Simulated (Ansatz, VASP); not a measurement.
# K21Na17Cl38: VASP beside Ansatz

Wanted: the spread between two codes on one cell, functional and k mesh. The structure shown is frame 31 of Ansatz's trajectory.

Main program and level: Ansatz 0.2.0; plane waves, with VASP 6.6.1 beside it; single point at PBE.

### Step 1. Set-up

The cell holds 76 atoms: 21 K, 17 Na and 38 Cl. Its edges and angles: a = 13.595 Å, b = 13.595 Å, c = 13.595 Å, α = 90.0°, β = 90.0°, γ = 90.0°.

### Step 2. Ansatz: dynamics, PBE

Ansatz runs on its default PAW (the set named soft_2) files.

One frame of this run of dynamics is then solved in both programs, so the motion causes no difference.

input.yaml reads:

```yaml
crystal:
  lattice:
    - [13.5954, 0.0, 0.0]
    - [0.0, 13.5954, 0.0]
    - [0.0, 0.0, 13.5954]
  atoms:
    - { symbol: K, position: [0.93054, 0.00948, 0.39777] }
    - { symbol: K, position: [0.69758, 0.05691, 0.21558] }
    - { symbol: K, position: [0.47019, 0.74282, 0.65904] }
    - { symbol: K, position: [0.70156, 0.35966, 0.03446] }
    - { symbol: K, position: [0.16322, 0.26169, 0.91776] }
    - { symbol: K, position: [0.05762, 0.43644, 0.48638] }
    - { symbol: K, position: [0.60266, 0.89722, 0.99679] }
    - { symbol: K, position: [0.84195, 0.08817, 0.9511] }
    - { symbol: K, position: [0.37107, 0.57822, 0.40317] }
    - { symbol: K, position: [0.2013, 0.59403, 0.76044] }
    - { symbol: K, position: [0.00815, 0.84474, 0.84574] }
    - { symbol: K, position: [0.14186, 0.00455, 0.11556] }
    - { symbol: K, position: [0.55086, 0.60419, 0.1773] }
    - { symbol: K, position: [0.12821, 0.69302, 0.24555] }
    - { symbol: K, position: [0.0131, 0.55007, 0.99518] }
    - { symbol: K, position: [0.78554, 0.49366, 0.29586] }
    - { symbol: K, position: [0.53546, 0.30699, 0.37631] }
    - { symbol: K, position: [0.99502, 0.25766, 0.24469] }
    - { symbol: K, position: [0.65065, 0.49013, 0.60393] }
    - { symbol: K, position: [0.76396, 0.66325, 0.8516] }
    - { symbol: K, position: [0.81338, 0.78226, 0.18598] }
    - { symbol: Na, position: [0.18552, 0.84722, 0.55005] }
    - { symbol: Na, position: [0.33457, 0.32061, 0.6005] }
    - { symbol: Na, position: [0.91946, 0.35867, 0.72928] }
    - { symbol: Na, position: [0.28976, 0.41788, 0.18649] }
    - { symbol: Na, position: [0.60322, 0.78828, 0.40934] }
    - { symbol: Na, position: [0.47329, 0.05756, 0.50178] }
    - { symbol: Na, position: [0.22502, 0.16001, 0.3741] }
    - { symbol: Na, position: [0.45474, 0.18225, 0.08466] }
    - { symbol: Na, position: [0.32785, 0.725, 0.00457] }
    - { symbol: Na, position: [0.73398, 0.96802, 0.63925] }
    - { symbol: Na, position: [0.30836, 0.99842, 0.81965] }
    - { symbol: Na, position: [0.79607, 0.23072, 0.53987] }
    - { symbol: Na, position: [0.37642, 0.90372, 0.25326] }
    - { symbol: Na, position: [0.60453, 0.21327, 0.78063] }
    - { symbol: Na, position: [0.07946, 0.11163, 0.67128] }
    - { symbol: Na, position: [0.4711, 0.49093, 0.88886] }
    - { symbol: Na, position: [0.92525, 0.70971, 0.55704] }
    - { symbol: Cl, position: [0.21011, 0.21889, 0.1695] }
    - { symbol: Cl, position: [0.00816, 0.90884, 0.58412] }
    - { symbol: Cl, position: [0.48414, 0.40105, 0.11712] }
    - { symbol: Cl, position: [0.15278, 0.3337, 0.67939] }
    - { symbol: Cl, position: [0.84299, 0.46038, 0.5068] }
    - { symbol: Cl, position: [0.42401, 0.50896, 0.68674] }
    - { symbol: Cl, position: [0.69692, 0.76762, 0.62724] }
    - { symbol: Cl, position: [0.3769, 0.96435, 0.05934] }
    - { symbol: Cl, position: [0.41222, 0.8017, 0.45732] }
    - { symbol: Cl, position: [0.91753, 0.01922, 0.16144] }
    - { symbol: Cl, position: [0.5232, 0.98515, 0.70076] }
    - { symbol: Cl, position: [0.23249, 0.81887, 0.76612] }
    - { symbol: Cl, position: [0.09712, 0.05802, 0.88613] }
    - { symbol: Cl, position: [0.72464, 0.41347, 0.79251] }
    - { symbol: Cl, position: [0.59812, 0.83193, 0.22296] }
    - { symbol: Cl, position: [0.05602, 0.77225, 0.04964] }
    - { symbol: Cl, position: [0.33211, 0.63887, 0.20453] }
    - { symbol: Cl, position: [0.03354, 0.4731, 0.24736] }
    - { symbol: Cl, position: [0.7559, 0.27177, 0.22364] }
    - { symbol: Cl, position: [0.96177, 0.62344, 0.75764] }
    - { symbol: Cl, position: [0.8038, 0.86323, 0.94015] }
    - { symbol: Cl, position: [0.77996, 0.58813, 0.09287] }
    - { symbol: Cl, position: [0.2744, 0.11472, 0.5912] }
    - { symbol: Cl, position: [0.84335, 0.79316, 0.38758] }
    - { symbol: Cl, position: [0.16021, 0.64837, 0.51809] }
    - { symbol: Cl, position: [0.00313, 0.22339, 0.47349] }
    - { symbol: Cl, position: [0.27731, 0.35461, 0.39828] }
    - { symbol: Cl, position: [0.42634, 0.27506, 0.85361] }
    - { symbol: Cl, position: [0.86159, 0.16181, 0.71964] }
    - { symbol: Cl, position: [0.61511, 0.12266, 0.98512] }
    - { symbol: Cl, position: [0.59223, 0.55123, 0.39152] }
    - { symbol: Cl, position: [0.25227, 0.53098, 0.97515] }
    - { symbol: Cl, position: [0.93825, 0.32267, 0.98474] }
    - { symbol: Cl, position: [0.53174, 0.24895, 0.58881] }
    - { symbol: Cl, position: [0.45898, 0.10566, 0.31059] }
    - { symbol: Cl, position: [0.53666, 0.67915, 0.9507] }
    - { symbol: Cl, position: [0.72221, 0.05074, 0.45443] }
    - { symbol: Cl, position: [0.16819, 0.96573, 0.31761] }
kpoints:
  mp_grid: { grid: [1, 1, 1] }
hamiltonian:
  xc: pbe
scf:
  occupations: { method: fermi_dirac, width: 0.078 }
output:
  forces: true
md:
  timestep: 2.0
  n_steps: 94
  ensemble: nvt_nose_hoover
  temperature: 900
  initial_velocities: maxwell_boltzmann
  seed: 1215
```

On the command line:

```bash
> ansatz run input.yaml --threads 4 --pin off --max-ram 8192MiB --backend cpu --events-out ev --progress --plain --runs-dir out
```

Numbers of over 12 decimals in the logs are rounded to 6 here.

Output:

```text
Warning: md: disabling space-group detection — thermal motion breaks the input geometry's symmetry, so no spatial operation reduces the k-mesh or symmetrises the density; time reversal is kept, so that k and −k are solved as one point where they differ and the mesh holds both, and exact exchange and, on two spinor components, a DFT+U term hold to it where the run has them: on two components no moment then forms, and  [...]
Engine: ansatz 0.2.0, x86_64-unknown-linux-gnu
Pseudopotentials: kind: paw
Pseudopotential: K, paw, valence charge 9, recommended cutoff 420 eV (normal), K.paw.azcp
Pseudopotential: Na, paw, valence charge 9, recommended cutoff 420 eV (normal), Na.paw.azcp
Pseudopotential: Cl, paw, valence charge 7, recommended cutoff 420 eV (normal), Cl.paw.azcp
Functional definition: PBE
  parameter kappa = 0.804
  parameter beta = 0.066725
  exchange = pbe_x(kappa = kappa, mu = beta*pi^2/3)
  correlation = pbe_c(beta = beta)
Crystal: 76 atoms, lattice volume = 2512.904 Å³
Basis set: ecut = 420 eV, 49173 PW (Γ), exchange–correlation on 192×192×192 points (8 copies of the dense FFT grid, shifted against one another)
Bands: 380, of which v1, the nominal top of the filled ones, is band 304 counted from 1 (303 counted from 0)
Symmetry: 1 space group operations
k-points: 1
Non-local potential: K, projectors of the file, l = 0: 3, l = 1: 2, l = 2: 2
Non-local potential: Na, projectors of the file, l = 0: 3, l = 1: 2, l = 2: 1
Non-local potential: Cl, projectors of the file, l = 0: 2, l = 1: 2, l = 2: 2
PAW form: soft (Blöchl's): semilocal exchange-correlation on the pseudo side does not see the compensation charge
PAW one-centre angular grid: K, 110 points (default); XC on 64 Gauss nodes
PAW one-centre angular grid: Na, 110 points (default); XC on 64 Gauss nodes
PAW one-centre angular grid: Cl, 110 points (default); XC on 64 Gauss nodes
Initial density: superposition of atomic densities (neutral atoms: chi_scale 0, normalization atom), corrected by the library's trained network
Initial wavefunctions: pseudopotential atomic-orbital guess
Functional: x = pbe(κ = 0.804, μ = 0.219515), c = pbe(β = 0.066725)
SCF iter   1: F=—  HF=-98718.085439 eV  |F-HF|=—  |Δ(HF+E_count)|=         —  Δρ=5.01e-4  dr2=3.22e-2  ethr=1.77e-3  ⟨swp⟩=6.0  Hψ=1620  notcnv=0  defer=52
preconditioner: auto → Resta (q_TF=auto, 2.154 Å⁻¹)  ε∞=2.4  [insulator: Δε(μ)=3.512 eV  Ē_g=12.861 eV  σ=0.078 eV  W_gap=1.00  n_scr=436 (ndim 8)  ℏωp=15.4 eV  f_vac=0.164  D(μ)=0.00/eV (n_scr^D=0)  ε∞_Penn≈2.4]
SCF iter   2: F=—  HF=-98718.072851 eV  |F-HF|=—  |Δ(HF+E_count)|=   1.26e-2  Δρ=2.41e-4  dr2=7.07e-3  ethr=5.29e-6  ⟨swp⟩=2.0  Hψ=738  notcnv=0  defer=52
SCF iter   3: F=—  HF=-98718.071682 eV  |F-HF|=—  |Δ(HF+E_count)|=   1.17e-3  Δρ=9.33e-5  dr2=8.03e-4  ethr=1.16e-6  ⟨swp⟩=2.0  Hψ=488  notcnv=0  defer=52
SCF iter   4: F=—  HF=-98718.071702 eV  |F-HF|=—  |Δ(HF+E_count)|=   1.95e-5  Δρ=2.77e-5  dr2=2.86e-5  ethr=1.32e-7  ⟨swp⟩=2.0  Hψ=493  notcnv=0  defer=52
SCF iter   5: F=—  HF=-98718.071979 eV  |F-HF|=—  |Δ(HF+E_count)|=   2.78e-4  Δρ=9.32e-6  dr2=2.65e-6  ethr=4.70e-9  ⟨swp⟩=2.0  Hψ=681  notcnv=0  defer=52
SCF iter   6: F=—  HF=-98718.071980 eV  |F-HF|=—  |Δ(HF+E_count)|=   1.00e-6  Δρ=2.13e-6  dr2=1.36e-7  ethr=4.37e-10  ⟨swp⟩=2.0  Hψ=616  notcnv=0  defer=52
SCF iter   7: F=-98718.071980 eV  HF=-98718.071980 eV  |F-HF|=5.73e-9  |Δ(HF+E_count)|=   2.39e-7  Δρ=6.25e-7  dr2=1.20e-8  ethr=1.25e-11  ⟨swp⟩=3.0  Hψ=992  notcnv=0
SCF 1 converged in 7 iterations: F = -98718.071980 eV  dr2 = 1.20e-8
  greatest PAW one-centre occupation: 0.999 electrons in one spin orbital (limit 2), on the Na atom at site 25 (counted from 0), in its partial waves of l = 0
md step     0: t =     0.00 fs  T =   900.0 K  F+E_penalty+E_count = -98718.07198032 eV  E_kin = 8.725050 eV  conserved = -98709.34693039 eV  (7 SCF iters)
[... from here on, the SCF cycles and remarks between the steps are left out ...]
md step    86: t =   172.00 fs  T =   840.7 K  F+E_penalty+E_count = -98715.36469460 eV  E_kin = 8.150586 eV  conserved = -98709.34545399 eV  (3 SCF iters)
md step    87: t =   174.00 fs  T =   849.1 K  F+E_penalty+E_count = -98715.41865116 eV  E_kin = 8.231595 eV  conserved = -98709.34552594 eV  (3 SCF iters)
md step    88: t =   176.00 fs  T =   857.5 K  F+E_penalty+E_count = -98715.47299861 eV  E_kin = 8.312701 eV  conserved = -98709.34559730 eV  (3 SCF iters)
md step    89: t =   178.00 fs  T =   865.7 K  F+E_penalty+E_count = -98715.52660423 eV  E_kin = 8.392696 eV  conserved = -98709.34567084 eV  (3 SCF iters)
md step    90: t =   180.00 fs  T =   873.7 K  F+E_penalty+E_count = -98715.57833453 eV  E_kin = 8.470371 eV  conserved = -98709.34574725 eV  (6 SCF iters)
md step    91: t =   182.00 fs  T =   881.4 K  F+E_penalty+E_count = -98715.62702687 eV  E_kin = 8.544496 eV  conserved = -98709.34582105 eV  (3 SCF iters)
md step    92: t =   184.00 fs  T =   888.5 K  F+E_penalty+E_count = -98715.67148764 eV  E_kin = 8.613803 eV  conserved = -98709.34589703 eV  (3 SCF iters)
md step    93: t =   186.00 fs  T =   895.0 K  F+E_penalty+E_count = -98715.71051302 eV  E_kin = 8.677021 eV  conserved = -98709.34597564 eV  (3 SCF iters)
md step    94: t =   188.00 fs  T =   900.8 K  F+E_penalty+E_count = -98715.74294155 eV  E_kin = 8.732939 eV  conserved = -98709.34604572 eV  (6 SCF iters)
SCF converged after 6 iterations
Free energy (F): -98715.742942 eV
Harris-Foulkes:  -98715.742941 eV  (|F-HF|=7.72e-8)
Internal energy: -98715.742942 eV  (E = F + TS)
E sigma→0 (E₀):  -98715.742942 eV
Fermi energy:    2.466190 eV
--- Per-component energies (eV) ---
  E_band       = -7574.156582
  E_kinetic    = 13522.423773
  E_local      = -50898.135024  (includes V_loc(G=0)·N_el)
  E_nonlocal   = 3300.897403
  E_hartree    = 18321.418228
  E_xc         = -7593.406182
  E_vxc        = -8977.110354  (∫ρ·V_xc dr)
  E_paw        = -45946.290368  (= ΣΔE_a)
  E_vpaw       = -1165.071553  (= ΣTr[D̂ρ^β])
  E_aug_tail   = 0.002793  (compensation charges beyond the density's cutoff)
  E_ewald      = -29422.653564
  E_smearing   = -0.000000  (= −TS)
  E_closure    = 0.000000  (closes the sum)
  Σ components = -98715.742942   (vs F -98715.742942, Δ=0.00e0)
--- Forces (eV/Å), atoms counted from 1 ---
  atom   1  K     -0.21414014     0.25163400     0.01320088
  atom   2  K      0.51891881     0.14918835    -0.09492491
  atom   3  K     -0.43446477    -0.26626229    -0.58475767
  atom   4  K     -0.10772404     0.10086100    -0.00732608
  atom   5  K     -0.44164720    -0.03818368    -0.93794008
  atom   6  K      0.25634110    -0.15889664    -0.08190203
  atom   7  K      0.43364306     0.28842003    -0.06284094
  atom   8  K     -0.06706620     0.39980912     0.13966261
  atom   9  K     -0.30168392    -0.15316713    -0.20821605
  atom  10  K     -0.59667582     0.20588537    -0.10663478
  atom  11  K      0.18481770    -0.16681135     0.50133827
  atom  12  K      0.34012833     0.27033139     0.02197522
  atom  13  K      0.30551562    -0.50073258     0.38492100
  atom  14  K      0.61910686    -0.43036216    -0.43852411
  atom  15  K     -0.06683368     0.12065285    -0.07278597
  atom  16  K     -0.51040343    -1.20211679    -0.35112592
  atom  17  K     -0.18936514    -0.09250912     0.43221268
  atom  18  K      0.08666237    -0.00828865     0.14082331
  atom  19  K     -0.06987970    -0.04839099    -0.54921941
  atom  20  K      0.24260165    -0.19328682    -0.11397153
  atom  21  K     -0.86357491     0.27604812     0.19104256
  atom  22  Na    -0.08062326    -0.58300885     0.21914905
  atom  23  Na     0.06586418     0.16151359    -0.57589823
  atom  24  Na     0.30720636     0.32714294     0.29226333
[...]
atom  69  Cl     0.18988329     0.52870855     0.06166813
  atom  70  Cl    -0.42733152     0.35823302     0.28386077
  atom  71  Cl    -0.24935529    -0.19691103     0.13868553
  atom  72  Cl    -0.27919189     0.53973713    -0.74590835
  atom  73  Cl    -0.40161365     0.06300010    -0.02322677
  atom  74  Cl    -0.01309117     0.23892130     0.15182328
  atom  75  Cl     0.38962611     0.01518398    -0.04333111
  atom  76  Cl     0.07520299     0.55313825    -0.66762482
  max |Σ_I F_I| component: 1.24e-4 eV/Å
--- MD trajectory: 94 steps, t = 0.0 → 188.0 fs ---
  final state: T = 900.8 K   F+E_penalty+E_count = -98715.74294155 eV   E_kin = 8.732939 eV
  conserved energy: peak-to-peak 2.133e-3 eV (2.807e-5 eV/atom) over 188.0 fs
```

### Step 3. VASP: single point, PBE

The same cell, functional, mesh and smearing now go to VASP, with its own data sets.

Lines of VASP's logs that name or quote its potential files are left out, and so is its time.

INCAR reads:

```
SYSTEM = K21Na17Cl38
PREC = Accurate
ENCUT = 400
EDIFF = 1E-06
NELM = 120
ISMEAR = -1
SIGMA = 0.078
LREAL = Auto
ALGO = Normal
GGA = PE
NBANDS = 344
LORBIT = 11
LWAVE = .FALSE.
LCHARG = .FALSE.
ISIF = 2
LASPH = .TRUE.
GGA_COMPAT = .FALSE.
EFERMI = MIDGAP
NCORE = 2
```

POSCAR reads:

```
K21Na17Cl38
1.0
   13.5954000000      0.0000000000      0.0000000000
    0.0000000000     13.5954000000      0.0000000000
    0.0000000000      0.0000000000     13.5954000000
K Na Cl
21 17 38
Direct
    0.9347941215      0.0032363888      0.3822469365
    0.6958015211      0.0940832929      0.2111964341
    0.4603542375      0.7526810539      0.6813186813
    0.6878355915      0.3556129279      0.0314223929
    0.1792444503      0.2860379246      0.9146402460
    0.0937964311      0.4115656766      0.5294364270
    0.5827044442      0.8951630699      0.0001838857
    0.8614016506      0.1192020831      0.9422378157
    0.3479338600      0.5715462583      0.4439222090
    0.2069597070      0.5740103270      0.7503493829
    0.0098636303      0.8613207408      0.8266104712
    0.1467187431      0.0053400415      0.0994454007
    0.5429777719      0.5991217618      0.1925651323
    0.1027038557      0.6826647248      0.2740265090
    0.0145196169      0.5365859041      0.9902687674
    0.8164084911      0.4807361313      0.3127749092
    0.5348058902      0.2962546155      0.3694705562
    0.0021257190      0.2495182194      0.2318431234
    0.6391279403      0.5009562058      0.5909057475
    0.7503126057      0.6824734837      0.8330758933
    0.8092443032      0.7994615826      0.1453506333
    0.2000235374      0.8324580373      0.5465010224
    0.3213513394      0.3120025891      0.5904497109
    0.8548185416      0.3628433147      0.7493858217
    0.2987554614      0.4306530150      0.2126528090
    0.6348103035      0.7847801462      0.3905144387
    0.4924753961      0.0521058593      0.5077820439
    0.2415596452      0.1372302396      0.3970313488
    0.4118304721      0.1726024979      0.0625211469
    0.2760639628      0.7642437883      0.0196978390
    0.7195889786      0.9328081557      0.6037924592
    0.3119952337      0.0115406682      0.7871485944
    0.8134736749      0.2321152743      0.5193006458
    0.3489562646      0.9120732012      0.2826764935
    0.5710902217      0.1755740912      0.7671491828
    0.0804978154      0.1393927358      0.6456522059
    0.4845903762      0.4769186637      0.8944348824
    0.9662827133      0.7075775630      0.5620724657
    0.1916383483      0.2045029937      0.1745443312
    0.0191241155      0.9153904997      0.5808802977
    0.4875178369      0.4062550569      0.1159142063
    0.1555158362      0.3303102520      0.7013475146
    0.8650499434      0.4559189138      0.5366962355
    0.4363755388      0.5413228004      0.6866366565
    0.7005825500      0.7462818306      0.6282492608
    0.3740971211      0.9923062212      0.0610794828
    0.4409506156      0.8020948262      0.4638774880
    0.9154934757      0.9950865734      0.1490871913
    0.5438972005      0.9581623196      0.7114391632
    0.2647880901      0.8238154082      0.7568368713
    0.1248142754      0.0489871574      0.8989805375
    0.7065478029      0.4159642232      0.8340541654
    0.6063521485      0.8543330832      0.2011562734
    0.0814245995      0.7489003634      0.0454197743
    0.3234991247      0.6573473381      0.2140135634
    0.0516498227      0.4805375348      0.2409050120
    0.7698339144      0.2815437574      0.2751886668
    0.9927181252      0.6413125028      0.7452594260
    0.7902525854      0.8793930300      0.9313591362
    0.8039704606      0.5866469541      0.0994821778
    0.2789178693      0.0905379761      0.5807626109
    0.8370625359      0.7855451108      0.3715153655
    0.1744192889      0.6358547744      0.5407858540
    0.9844579784      0.2243994292      0.4629948365
    0.2766671080      0.3781499625      0.4036144578
    0.3970607706      0.2734895626      0.8394530503
    0.8319946452      0.1695205731      0.7111670124
    0.5919575739      0.1116186357      0.0051782220
    0.5758197626      0.5446033217      0.3968695294
    0.2629860100      0.5288038601      0.9749621195
    0.9253276844      0.3294128897      0.9603027495
    0.4958441826      0.2286582226      0.5689497918
    0.4519396266      0.1091839887      0.3046030275
    0.5394103888      0.6820100916      0.9328008003
    0.7002883328      0.0489209586      0.4500419259
    0.1729849802      0.9484090207      0.3187328067
```

KPOINTS reads:

```
Automatic mesh
0
Gamma
1 1 1
0 0 0
```

PAW data sets: K_sv, Na_pv and Cl (PBE family, release 64).

On the command line:

```bash
> mpirun -np 8 vasp_gam
```

Output:

```text
[banner, memory and clock lines left out]
running    8 mpi-ranks, on    1 nodes
[...]
LDA part: xc-table for (Slater+PW92), standard interpolation
 POSCAR, INCAR and KPOINTS ok, starting setup
[...]
entering main loop
       N       E                     dE             d eps       ncg     rms          rms(c)
DAV:   1     0.630747319524E+04    0.63075E+04   -0.25581E+05   760   0.136E+03
DAV:   2     0.549049417330E+03   -0.57584E+04   -0.55878E+04   872   0.403E+02
DAV:   3    -0.219171104995E+03   -0.76822E+03   -0.76336E+03   864   0.151E+02
DAV:   4    -0.258952850457E+03   -0.39782E+02   -0.39637E+02   872   0.399E+01
[...]
DAV:  18    -0.246575398485E+03    0.10719E-04   -0.10125E-04   816   0.189E-02    0.156E-02
DAV:  19    -0.246575401931E+03   -0.34459E-05   -0.29497E-05   848   0.837E-03    0.129E-02
DAV:  20    -0.246575402399E+03   -0.46817E-06   -0.23405E-06   568   0.264E-03
   1 F= -.24657540E+03 E0= -.24657540E+03  d E =-.155789E-08
```

Parts of OUTCAR (step 3):

```text
  FREE ENERGIE OF THE ION-ELECTRON SYSTEM (eV)
  ---------------------------------------------------
  free  energy   TOTEN  =      -246.5754023987 eV

  energy  without entropy=     -246.5754023971  energy(sigma->0) =     -246.57540240

[... 1 further part left out ...]
```

The run ends at a pressure of -0.54 GPa, with forces up to 1.3 eV/Å.

### Step 4. Side by side

Known differences besides the potentials themselves: the data sets hold 608 valence electrons in Ansatz (on its default PAW (the set named soft_2) files) and 574 in VASP; the cutoff is 420 eV in Ansatz and 400 eV in VASP (PREC = Accurate, projectors in real space). Total energies have different zeros and are not compared.

Forces on 9 of the 76 atoms, those with the largest forces and the largest differences (eV/Å; atoms numbered as in POSCAR):

| atom | Ansatz x, y, z | VASP x, y, z |
| --- | --- | --- |
| K6 | -0.722, 0.583, -0.931 | -0.728, 0.593, -0.943 |
| K9 | 0.771, 0.625, -0.069 | 0.781, 0.631, -0.072 |
| Cl39 | 0.807, 0.258, -0.154 | 0.826, 0.262, -0.155 |
| Cl46 | -0.590, -0.994, -0.054 | -0.590, -1.003, -0.054 |
| Cl51 | -0.064, 0.385, -0.925 | -0.063, 0.389, -0.938 |
| Cl52 | -0.959, 0.478, -0.406 | -0.970, 0.485, -0.409 |
| Cl53 | -0.141, -0.192, 0.752 | -0.148, -0.193, 0.767 |
| Cl64 | 0.981, -0.508, -0.165 | 0.992, -0.511, -0.166 |
| Cl68 | 0.631, 0.784, -0.173 | 0.631, 0.792, -0.177 |

The forces differ by 5.2 meV/Å r.m.s., which is 1.5 % of the r.m.s. force of 0.346 eV/Å (both taken over all components).

### Step 5. What came out

| Item | Value |
| --- | --- |
| r.m.s. force difference (single point, PBE) | 1.5 % of the r.m.s. force |

In words: The r.m.s. force difference is 1.5 % of the r.m.s. force (single point, PBE), within the 3 % picked in this series as the mark of a large difference. The data sets hold unlike numbers of valence electrons (608 in Ansatz and 574 in VASP), so part of the differences comes from the potentials. 2 further runs of this series are not shown here. How closely two codes agree says nothing of how well the functional describes the real material.

[Lines on the potential files, build, host, timing and source positions are cut from VASP's logs without a mark.]

[Logs are printed without paths, hosts, clocks, repeated set-up lines and the standing remarks that a program may print on its own settings, such as how far it seeks lower states.]

[Hosts, paths, dates, database ids (printed as entryN), source tags and the programs' standing remarks are cut or masked in the printed files.]
